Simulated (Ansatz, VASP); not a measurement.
# Cross-check of Ge (Germanium) between VASP and Ansatz

One calculation is typed for both programs; each brings its own data sets and cutoff. How far apart do they land? The cell is taken from a series of VASP runs on this material, whose earlier steps may have relaxed, scaled or displaced it; both programs get it as it stands.

Main program and level: Ansatz 0.2.0; plane waves, with VASP 6.6.1 beside it; relaxation of cell and atoms at r2SCAN and relaxation of cell and atoms at r2SCAN with rVV10.

## Step 1: Set-up

The structure is cubic, space group Fd-3m (No. 227). The conventional cell has a = 5.658 Å, b = 5.658 Å, c = 5.658 Å, α = 90.00°, β = 90.00°, γ = 90.00°. Nearest to Ge lie 4 Ge at 2.45 Å.

Structure file:

```xyz
2
Lattice="0.0000 2.8289 2.8289 2.8289 0.0000 2.8289 2.8289 2.8289 0.0000" Properties=species:S:1:pos:R:3 pbc="T T T"
Ge    4.2434    4.2434    4.2434
Ge    2.8289    2.8289    2.8289
```

## Step 2: VASP: relaxation of cell and atoms, r2SCAN

The relaxed volume is the usual yardstick between codes: its relative difference is about their pressure difference at one cell divided by the bulk modulus.

Lines of VASP's logs that name or quote its potential files are left out, and so is its time.

File INCAR:

```
SYSTEM = Ge
PREC = Accurate
ENCUT = 450
EDIFF = 1E-07
NELM = 100
ISMEAR = 0
SIGMA = 0.05
LREAL = .FALSE.
ALGO = Normal
METAGGA = R2SCAN
LASPH = .TRUE.
NBANDS = 20
LORBIT = 11
LWAVE = .FALSE.
LCHARG = .FALSE.
KPAR = 4
IBRION = 2
NSW = 50
ISIF = 3
EDIFFG = -0.002
```

File POSCAR:

```
Ge
1.0
    0.0000000000      2.8289100000      2.8289100000
    2.8289100000      0.0000000000      2.8289100000
    2.8289100000      2.8289100000      0.0000000000
Ge
2
Direct
    0.7500000000      0.7500000000      0.7500000000
    0.5000000000      0.5000000000      0.5000000000
```

File KPOINTS:

```
Automatic mesh
0
Gamma
10 10 10
0 0 0
```

Potentials, in the order of the species: Ge_d (PBE family, release 64).

Command:

```console
mpirun -np 4 vasp_std
```

Numbers of over 12 decimals in the logs are rounded to 6 here.

What it wrote:

```text
[banner, memory and clock lines left out]
running    4 mpi-ranks, on    1 nodes
 distrk:  each k-point on    1 cores,    4 groups
 distr:  one band on    1 cores,    1 groups

 POSCAR found type information on POSCAR Ge
 POSCAR found :  1 types and       2 ions
|                                                                             |
|               ----> ADVICE to this user running VASP <----                  |
|                                                                             |
|     You enforced a specific xc type in the INCAR file but a different       |
|     [... a line on the potential file left out ...]
|     I HOPE YOU KNOW WHAT YOU ARE DOING!                                     |
|                                                                             |

 LDA part: xc-table for (None), standard interpolation
 POSCAR, INCAR and KPOINTS ok, starting setup
 FFT: planning ... GRIDC
 FFT: planning ... GRID_SOFT
 FFT: planning ... GRID
 WAVECAR not read
 entering main loop
       N       E                     dE             d eps       ncg     rms          rms(c)
DAV:   1     0.163512601676E+03    0.16351E+03   -0.14280E+04  2020   0.364E+03
DAV:   2    -0.462921511819E+01   -0.16814E+03   -0.16347E+03  1888   0.587E+02
DAV:   3    -0.296151595800E+02   -0.24986E+02   -0.24819E+02  2148   0.145E+02
DAV:   4    -0.304200478460E+02   -0.80489E+00   -0.80448E+00  2096   0.308E+01
DAV:   5    -0.304337540883E+02   -0.13706E-01   -0.13706E-01  2120   0.436E+00    0.336E+00
DAV:   6    -0.277557434230E+02    0.26780E+01   -0.31331E-01  2004   0.961E+00    0.195E+00
DAV:   7    -0.277380320863E+02    0.17711E-01   -0.10311E-01  2440   0.429E+00    0.265E-01
DAV:   8    -0.277374039794E+02    0.62811E-03   -0.50667E-03  2440   0.121E+00    0.104E-01
DAV:   9    -0.277375122771E+02   -0.10830E-03   -0.78177E-03  2516   0.182E+00    0.665E-02
DAV:  10    -0.277372703043E+02    0.24197E-03   -0.53814E-04  2432   0.424E-01    0.308E-02
DAV:  11    -0.277371945959E+02    0.75708E-04   -0.35237E-04  2604   0.362E-01    0.642E-03
DAV:  12    -0.277371973395E+02   -0.27436E-05   -0.18519E-05  2356   0.629E-02    0.351E-03
DAV:  13    -0.277372013414E+02   -0.40019E-05   -0.80900E-07  2108   0.972E-03    0.176E-03
DAV:  14    -0.277372015902E+02   -0.24879E-06   -0.50458E-07  2000   0.138E-02    0.890E-04
DAV:  15    -0.277372010782E+02    0.51194E-06   -0.24403E-08  1208   0.196E-03    0.130E-04
DAV:  16    -0.277372009128E+02    0.16540E-06   -0.56181E-09  1072   0.109E-03    0.898E-05
DAV:  17    -0.277372009452E+02   -0.32417E-07   -0.13183E-09  1048   0.463E-04
   1 F= -.27737201E+02 E0= -.27737201E+02  d E =-.277372E+02
 curvature:   0.00 expect dE= 0.000E+00 dE for cont linesearch  0.000E+00
 trial: gam= 0.00000 g(F)=  0.328E-42 g(S)=  0.901E-03 ort = 0.000E+00 (trialstep = 0.100E+01)
 search vector abs. value=  0.901E-03
 bond charge predicted
       N       E                     dE             d eps       ncg     rms          rms(c)
DAV:   1    -0.277569085474E+02   -0.19708E-01   -0.25775E-01  2580   0.101E+01    0.825E-01
DAV:   2    -0.277425649903E+02    0.14344E-01   -0.16761E-02  2460   0.254E+00    0.419E-01
DAV:   3    -0.277376481724E+02    0.49168E-02   -0.76782E-03  2516   0.153E+00    0.961E-02
DAV:   4    -0.277373621289E+02    0.28604E-03   -0.79959E-04  2452   0.556E-01    0.239E-02
DAV:   5    -0.277373672224E+02   -0.50936E-05   -0.47637E-05  2436   0.122E-01    0.163E-02
DAV:   6    -0.277373761822E+02   -0.89597E-05   -0.57844E-06  2388   0.489E-02    0.672E-04
DAV:   7    -0.277373763335E+02   -0.15132E-06   -0.17467E-07  1636   0.536E-03    0.310E-04
DAV:   8    -0.277373765599E+02   -0.22646E-06   -0.33410E-08  1076   0.322E-03    0.126E-04
DAV:   9    -0.277373765213E+02    0.38592E-07   -0.56600E-09  1012   0.117E-03
   2 F= -.27737377E+02 E0= -.27737377E+02  d E =-.175576E-03
 trial-energy change:   -0.000176  1 .order   -0.000224   -0.000901    0.000452
 step:   0.6146(harm=  0.6659)  dis= 0.00000  next Energy=   -27.737466 (dE=-0.265E-03)
 bond charge predicted
       N       E                     dE             d eps       ncg     rms          rms(c)
DAV:   1    -0.277403507532E+02   -0.29742E-02   -0.37792E-02  2576   0.379E+00    0.319E-01
DAV:   2    -0.277382276068E+02    0.21231E-02   -0.25164E-03  2456   0.993E-01    0.161E-01
DAV:   3    -0.277375294461E+02    0.69816E-03   -0.11113E-03  2508   0.583E-01    0.378E-02
DAV:   4    -0.277374752232E+02    0.54223E-04   -0.11741E-04  2452   0.213E-01    0.893E-03
DAV:   5    -0.277374725196E+02    0.27035E-05   -0.68959E-06  2440   0.467E-02    0.611E-03
DAV:   6    -0.277374690506E+02    0.34690E-05   -0.73960E-07  2208   0.173E-02    0.280E-04
DAV:   7    -0.277374689942E+02    0.56372E-07   -0.21075E-08  1160   0.204E-03
   3 F= -.27737469E+02 E0= -.27737469E+02  d E =-.268049E-03
 curvature:  -0.33 expect dE=-0.276E-09 dE for cont linesearch -0.276E-09
 trial: gam=-0.00097 g(F)=  0.270E-43 g(S)=  0.849E-09 ort = 0.874E-06 (trialstep = 0.923E+00)
 search vector abs. value=  0.100E-09
 reached required accuracy - stopping structural energy minimisation
```

From OUTCAR (step 2):

```text
ion  position               nearest neighbor table
   1  0.750  0.750  0.750-   2 2.45   2 2.45   2 2.45   2 2.45
   2  0.500  0.500  0.500-   1 2.45   1 2.45   1 2.45   1 2.45

  LATTYP: Found a face centered cubic cell.
 ALAT       =     5.6578200000

 Subroutine GETGRP returns: Found 48 space group operations
 (whereof 24 operations were pure point group operations)

The static configuration has the point symmetry T_d .
 The point group associated with its full space group is O_h .

 Found     47 irreducible k-points:

   k-points           NKPTS =     47   k-points in BZ     NKDIM =     47   number of bands    NBANDS=     20

   dimension x,y,z NGX =    28 NGY =   28 NGZ =   28
   dimension x,y,z NGXF=    56 NGYF=   56 NGZF=   56

   ENCUT  =  450.0 eV  33.07 Ry    5.75 a.u.   6.92  6.92  6.92*2*pi/ulx,y,z

   NELECT =      28.0000    total number of electrons

 k-points in reciprocal lattice and weights: Automatic mesh
   0.00000000  0.00000000  0.00000000       0.001
   0.10000000  0.00000000  0.00000000       0.008
   0.20000000  0.00000000  0.00000000       0.008
   0.30000000  0.00000000  0.00000000       0.008
   0.40000000  0.00000000  0.00000000       0.008
   0.50000000  0.00000000  0.00000000       0.004
   0.10000000  0.10000000  0.00000000       0.006
   0.20000000  0.10000000  0.00000000       0.024
   0.30000000  0.10000000  0.00000000       0.024
[...]
-0.30000000  0.40000000  0.20000000       0.024
  -0.30000000  0.50000000  0.20000000       0.012

 average (electrostatic) potential at core
       1 -79.4904       2 -79.4904

 E-fermi :   4.9328

 k-point     1 :       0.0000    0.0000    0.0000
  band No.  band energies     occupation
    ...
     10     -20.4626      2.00000
     11      -8.5135      2.00000
     12       4.7518      2.00000
     13       4.7519      2.00000
     14       4.7519      2.00000
     15       5.1069      0.00000
     16       7.4636      0.00000
     17       7.4637      0.00000
     18       7.4637      0.00000
     19      11.8003      0.00000
    ...

 k-point     2 :       0.1000    0.0000    0.0000
  band No.  band energies     occupation
    ...
     10     -20.4566      2.00000
     11      -8.3859      2.00000
     12       2.9211      2.00000
     13       4.5113      2.00000
     14       4.5114      2.00000
     15       6.0172      0.00000
     16       7.7861      0.00000
     17       7.7861      0.00000
     18       8.1305      0.00000
     19      12.4195      0.00000
    ...

 k-point     3 :       0.2000    0.0000    0.0000
  band No.  band energies     occupation
    ...
     10     -20.4484      2.00000
     11      -8.0105      2.00000
     12       0.8805      2.00000
     13       4.0482      2.00000
     14       4.0483      2.00000
     15       5.8459      0.00000
     16       8.3810      0.00000
     17       8.3811      0.00000
     18       9.8628      0.00000
     19      13.3905      0.00000
    ...

  Total        0.0001083      0.0001083      0.0001083      0.0000000     -0.0000000      0.0000000
  in kB        0.0038128      0.0038128      0.0038128      0.0000000     -0.0000000      0.0000000
  external PRESSURE =       0.0038128 kB  Pullay stress =       0.0000000 kB

  energy-cutoff  :      450.00
  volume of cell :       45.50
      direct lattice vectors                 reciprocal lattice vectors
     0.000000000  2.833589050  2.833589050    -0.176454663  0.176454663  0.176454663
     2.833589050 -0.000000000  2.833589050     0.176454663 -0.176454663  0.176454663
     2.833589050  2.833589050  0.000000000     0.176454663  0.176454663 -0.176454663

 POSITION                                       TOTAL-FORCE (eV/Angst)
 -----------------------------------------------------------------------------------
      4.25038      4.25038      4.25038        -0.000000      0.000000      0.000000
      2.83359      2.83359      2.83359         0.000000      0.000000     -0.000000
 -----------------------------------------------------------------------------------
    total drift:                                0.000000      0.000000      0.000000

  FREE ENERGIE OF THE ION-ELECTRON SYSTEM (eV)
  ---------------------------------------------------
  free  energy   TOTEN  =       -27.7374689942 eV

  energy  without entropy=      -27.7374689939  energy(sigma->0) =      -27.73746899

 reached required accuracy - stopping structural energy minimisation

 total charge
# of ion       s       p       d       tot
------------------------------------------
    1        1.104   1.287  10.022  12.413
    2        1.104   1.287  10.022  12.413
--------------------------------------------------
tot          2.207   2.574  20.044  24.826

[... 3 further parts left out ...]
```

CONTCAR:

```
Ge
   1.00000000000000
     0.0000000000000000    2.8335890503467374    2.8335890503467374
     2.8335890503467374   -0.0000000000000000    2.8335890503467374
     2.8335890503467374    2.8335890503467374    0.0000000000000000
  Ge
     2
Direct
     0.7500000000000000    0.7500000000000000    0.7500000000000000
     0.5000000000000000    0.5000000000000000    0.5000000000000000
```

## Step 3: Ansatz: relaxation of cell and atoms, r2SCAN

Ansatz runs on its default PAW (the set named soft_2) files.

The same cell, functional, mesh and smearing now go to Ansatz, which takes its cutoff from its data sets.

File input.yaml:

```yaml
crystal:
  lattice:
    - [0.0, 2.82891, 2.82891]
    - [2.82891, 0.0, 2.82891]
    - [2.82891, 2.82891, 0.0]
  atoms:
    - { symbol: Ge, position: [0.75, 0.75, 0.75] }
    - { symbol: Ge, position: [0.5, 0.5, 0.5] }
hamiltonian:
  xc: r2scan
  pseudopotentials: { kind: paw }
kpoints:
  mp_grid: { grid: [10, 10, 10] }
scf:
  occupations: { method: gaussian, width: 0.05 }
relax:
  f_tol: 0.01
  max_steps: 60
  cell: { stress_tol: 0.05 }
output:
  forces: true
  stress: true
```

Command:

```console
ansatz run input.yaml --threads 4 --pin off --max-ram 9216MiB --backend cpu --events-out ev --progress --plain --runs-dir out
```

What it wrote:

```text
Engine: ansatz 0.2.0, aarch64-unknown-linux-gnu
Pseudopotentials: kind: paw
Pseudopotential: Ge, paw, valence charge 14, recommended cutoff 500 eV (meta_gga), Ge.paw.azcp
Functional definition: r2SCAN
  parameter k0 = 0.174
  parameter k1 = 0.065
  parameter a1 = 4.9479
  exchange = r2scan_x(k0 = k0, k1 = k1, a1 = a1)
  correlation = r2scan_c
Crystal: 2 atoms, lattice volume = 45.278 Å³
Basis set: ecut = 500 eV, 1139 PW (Γ), exchange–correlation on 120×120×120 points (64 copies of the dense FFT grid, shifted against one another)
Bands: 18, of which v1, the nominal top of the filled ones, is band 14 counted from 1 (13 counted from 0)
Symmetry: 48 space group operations
Space group: Fd-3m (ITA 227), of the structure as read, at distance tolerance 3.6e-5 Å
k-points: 47 of 1000
Non-local potential: Ge, projectors of the file, l = 0: 2, l = 1: 2, l = 2: 3, l = 3: 1
PAW form: soft (Blöchl's): semilocal exchange-correlation on the pseudo side does not see the compensation charge
PAW frozen core: Ge, regenerated for the run's functional (the file was generated under x = pbe(κ = 0.804, μ = 0.219515), c = pbe(β = 0.066725))
PAW one-centre angular grid: Ge, 590 points (default); XC on 160 Gauss nodes
Initial density: superposition of atomic densities (neutral atoms: chi_scale 0, normalization atom), corrected by the library's trained network
Initial wavefunctions: pseudopotential atomic-orbital guess
Functional: x = r2scan, c = r2scan; τ floored in thin density (d = 2e-4 eV/Å³)
SCF iter   1: F=—  HF=-8605.801316 eV  |F-HF|=—  |Δ(HF+E_count)|=         —  Δρ=6.42e-3  dr2=5.89e-3  dr2_τ=4.56e-3  ethr=1.77e-3  ⟨swp⟩=6.0  Hψ=4023  notcnv=0
preconditioner: auto → none  [insulator: Δε(μ)=0.391 eV  Ē_g=24.440 eV  σ=0.050 eV  W_gap=1.00  n_scr=14 (ndim 8)  ℏωp=29.2 eV  f_vac=0.075  D(μ)=0.00/eV (n_scr^D=0)  ε∞_Penn≈2.4]
SCF iter   2: F=—  HF=-8605.810860 eV  |F-HF|=—  |Δ(HF+E_count)|=   9.54e-3  Δρ=1.36e-3  dr2=4.66e-4  dr2_τ=2.27e-5  ethr=2.10e-5  ⟨swp⟩=2.0  Hψ=2068  notcnv=0
SCF iter   3: F=—  HF=-8605.810842 eV  |F-HF|=—  |Δ(HF+E_count)|=   1.82e-5  Δρ=9.74e-4  dr2=1.30e-4  dr2_τ=1.72e-6  ethr=1.67e-6  ⟨swp⟩=2.0  Hψ=1427  notcnv=0
SCF iter   4: F=—  HF=-8605.810893 eV  |F-HF|=—  |Δ(HF+E_count)|=   5.15e-5  Δρ=4.28e-5  dr2=5.66e-7  dr2_τ=1.88e-8  ethr=4.63e-7  ⟨swp⟩=2.2  Hψ=1114  notcnv=0
SCF iter   5: F=—  HF=-8605.810893 eV  |F-HF|=—  |Δ(HF+E_count)|=   3.00e-7  Δρ=5.91e-6  dr2=6.73e-9  dr2_τ=1.70e-10  ethr=2.02e-9  ⟨swp⟩=2.0  Hψ=1504  notcnv=0
SCF iter   6: F=-8605.810893 eV  HF=-8605.810893 eV  |F-HF|=9.09e-11  |Δ(HF+E_count)|=   1.06e-8  Δρ=5.97e-7  dr2=6.88e-11  dr2_τ=6.13e-12  ethr=2.40e-11  ⟨swp⟩=1.1  Hψ=2541  notcnv=0
SCF 1 converged in 6 iterations: F = -8605.810893 eV  dr2 = 6.88e-11
  greatest PAW one-centre occupation: 0.998 electrons in one spin orbital (limit 2), on the Ge atom at site 1 (counted from 0), in its partial waves of l = 2
relax step   1: F+E_penalty+E_count = -8605.81089314 eV  Δ(F+E_penalty+E_count) = +0.000e0 eV  max|allowed force component| = 2.313e-17 eV/Å  Δτ_max = 0.0000 Å  P = +0.646 GPa  Ω = 45.278 Å³  (6 SCF iters, dr2 threshold 1.00e-7 eV, accepted)
[...]
relax step   2: F+E_penalty+E_count = -8605.81157144 eV  Δ(F+E_penalty+E_count) = -6.783e-4 eV  max|allowed force component| = 6.939e-17 eV/Å  Δτ_max = 0.0000 Å  P = +0.087 GPa  Ω = 45.625 Å³  energy of the carried Pulay correction = -1.095e-4 eV  (4 SCF iters, dr2 threshold 2.00e-7 eV, accepted)
[...]
relax step   3: F+E_penalty+E_count = -8605.81156925 eV  Δ(F+E_penalty+E_count) = +2.199e-6 eV  max|allowed force component| = 7.864e-17 eV/Å  Δτ_max = 0.0000 Å  P = +0.001 GPa  Ω = 45.679 Å³  energy of the carried Pulay correction = -1.267e-4 eV  (4 SCF iters, dr2 threshold 1.90e-8 eV, accepted)
[...]
relax step   4: F+E_penalty+E_count = -8605.81171359 eV  Δ(F+E_penalty+E_count) = -1.443e-4 eV  max|allowed force component| = 5.551e-17 eV/Å  Δτ_max = 0.0000 Å  P = +0.003 GPa  Ω = 45.679 Å³  stress off target by 3.13e-3 GPa  SCF on the basis re-selected at this cell (its energy is not comparable with the rows above)  (5 SCF iters)
basis re-selected at this cell: Δ(F+E_penalty+E_count) = -1.443e-4 eV, ΔP = +0.002 GPa vs the last step (what re-selecting the basis moved, of the pressure what is left beyond the Pulay correction that the steps carried, after the strain that the cell walked since its last selection, with what the two solves' SCF thresholds leave and, on support functions, any second-order correction that the steps lacked; it is no m [...]
SCF converged after 5 iterations
Free energy (F): -8605.811714 eV
Harris-Foulkes:  -8605.811714 eV  (|F-HF|=1.09e-11)
Internal energy: -8605.811714 eV  (E = F + TS)
E sigma→0 (E₀):  -8605.811714 eV
Fermi energy:    8.443679 eV
--- Per-component energies (eV) ---
  E_band       = -320.537878
  E_kinetic    = 221.962305
  E_local      = -4956.742354  (includes V_loc(G=0)·N_el)
  E_nonlocal   = 839.962232
  E_hartree    = 2176.847837
  E_xc         = -138.186623
  E_vxc        = -135.792476  (∫ρ·V_xc dr)
  E_paw        = -4068.235206  (= ΣΔE_a)
  E_vpaw       = -651.251447  (= ΣTr[D̂ρ^β])
  E_aug_tail   = 0.000037  (compensation charges beyond the density's cutoff)
  E_vtau       = 7.628195  (kinetic-family band-sum trace: ∫τ·v_τ [+ j·A + Jᵃ·Aᵃ] dr)
  E_ewald      = -2679.248409
  E_core_change = -2.171532  (= ΣΔE_core)
  E_smearing   = -0.000000  (= −TS)
  E_closure    = -0.000000  (closes the sum)
  Σ components = -8605.811714   (vs F -8605.811714, Δ=0.00e0)
--- Forces (eV/Å), atoms counted from 1 ---
  atom   1  Ge     0.00000000     0.00000000     0.00000000
  atom   2  Ge    -0.00000000    -0.00000000    -0.00000000
  max |Σ_I F_I| component: 5.55e-17 eV/Å
--- Stress (GPa, compression-positive) ---
        0.003130       0.000000       0.000000
        0.000000       0.003130       0.000000
        0.000000      -0.000000       0.003130
  P = ⅓ Tr σ = 0.0031 GPa (0.031 kbar)
--- Relaxed structure (3 steps of the walk, 3 accepted, 1 SCFs on fresh bases) ---
  F+E_penalty+E_count = -8605.81171359 eV   max|allowed force component| = 5.551e-17 eV/Å   (the final SCF, on the basis selected at the relaxed cell)
  cell:  # Å, volume = 45.6790 Å³
    - [0, 2.837237, 2.837237]
    - [2.837237, 0, 2.837237]
    - [2.837237, 2.837237, 0]
  atoms:
    - { symbol: Ge, position: [0.750000, 0.750000, 0.750000] }
    - { symbol: Ge, position: [0.5, 0.5, 0.5] }
```

Run time: 4.6 s. Hardware: 4 threads of Arm Neoverse V2, shared host; peak memory 0.47 GiB.

## Step 4: Comparison

Known differences besides the potentials themselves: VASP keeps PBE cores, Ansatz makes them for the functional; both relaxations stop at a tolerance, which leaves soft axes loose, and VASP keeps its plane-wave basis; the cutoff is 500 eV in Ansatz and 450 eV in VASP; Ansatz adds a Pulay correction to the stress that steers its cell, VASP none. Total energies have different zeros and are not compared.

Both answers:

```csv
quantity,Ansatz,VASP,difference
volume (Å³),45.68,45.50,+0.39 %
"edge a after relaxation, in the typed setting (Å)",4.013,4.007,+0.13 %
```

The walks stopped with 0.00 GPa left in Ansatz and 0.00 GPa in VASP; each walk ends within a tolerance, so the volume difference is uncertain by about these residues over the bulk modulus, most in soft cells.

[end of part 1 of 2]

[Lines on the potential files, build, host, timing and source positions are cut from VASP's logs without a mark.]

[Logs are printed without paths, hosts, clocks, repeated set-up lines and the standing remarks that a program may print on its own settings, such as how far it seeks lower states.]

[Hosts, paths, dates, database ids (printed as entryN), source tags and the programs' standing remarks are cut or masked in the printed files.]
